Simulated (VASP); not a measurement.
```
CSi
1.0
    0.00000     2.14492     2.17758
    2.17758     0.00000     2.17758
    2.17758     2.14492     0.00000
Si C
1 1
Direct
  0.00000   0.00000   0.00000
  0.25000   0.25000   0.25000
```

Computed with r2SCAN meta-GGA, VASP's PBE PAW potentials (set 64) (plane waves; VASP). Settings: 600 eV cut-off, 10×10×10 Γ-centred mesh, Gaussian smearing of 0.050 eV, potentials Si C.

Problem. Estimate the energy per atom (σ→0), pressure.

Solution. 
```
Property                       Result
---------------------  --------------
energy per atom (σ→0)  -9.661 eV/atom
pressure                    33.4 kbar
```

The compound is SiC in the zinc blende structure. This cell was strained or had an atom moved on purpose.
